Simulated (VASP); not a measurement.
A VASP calculation is set up with these files.

**INCAR**
```
ALGO=Normal   ! blocked Davidson
EDIFF=1E-6   ! SCF stop (eV)
ISMEAR=1
ISIF=3   ! ions, shape and volume
PREC=Accurate
LREAL=.FALSE.
EDIFFG=-0.02   ! ionic stop
SIGMA=0.1
NELM=100
LWAVE=.FALSE.
LASPH=.TRUE.   ! aspherical one-centre terms
SYSTEM=PtSe2
NSW=40   ! most ionic steps
LMAXMIX=6   ! l cut-off of mixed one-centre charges
PSTRESS=100   ! kbar
LCHARG=.FALSE.
IBRION=2
GGA=PE   ! PBE
ENCUT=500   ! plane-wave cut-off (eV)
```

**KPOINTS**
```
K-points
0
G
 9 9 7
0 0 0
```

POSCAR:
```
PtSe2
1
    1.8826609331    -3.2608651107     0.0000000000
    1.8826609331     3.2608651107    -0.0000000000
    0.0000000000     0.0000000000     4.7725764619
Pt Se
1 2
Direct
  1.0000000000   1.0000000000   0.0000000000
  0.3333330000   0.6666670000   0.2679451871
  0.6666670000   0.3333330000   0.7320548129
```

POTCAR, in this order: Pt Se (PBE.64 set). Program: vasp_std.

Question: Write an equivalent input for Ansatz.

Answer: One equivalent input (not run):
Ansatz 0.2 input:
```yaml
crystal:
  lattice:
    - [1.8826609, -3.2608651, 0.0000000]
    - [1.8826609, 3.2608651, 0.0000000]
    - [0.0000000, 0.0000000, 4.7725765]
  atoms:
    - { symbol: Pt, position: [1.0000000, 1.0000000, 0.0000000] }
    - { symbol: Se, position: [0.3333330, 0.6666670, 0.2679452] }
    - { symbol: Se, position: [0.6666670, 0.3333330, 0.7320548] }
kpoints:
  mp_grid: { grid: [9, 9, 7] }
hamiltonian:
  xc: pbe
  pseudopotentials: { kind: paw }
scf:
  occupations: { method: methfessel_paxton, width: 0.1 }
  max_iter: 100
relax:
  max_steps: 40
  f_tol: 0.02
  cell: { p_target: 10 }
output: { forces: true, stress: true, eigenvalues: true }
```
What does not carry over: each code has its own PAW files, so the cut-off isn't converted (ENCUT is set for VASP's; basis.ecutwfc is left out, and Ansatz then takes the one that its files recommend); Ansatz stops its SCF on the density residual and VASP on the energy change (EDIFF).

The compound is PtSe2 in the 1T layered structure. This run relaxes it under an external pressure of 10 GPa. Symmetry was kept, so distortions that lower it aren't found.
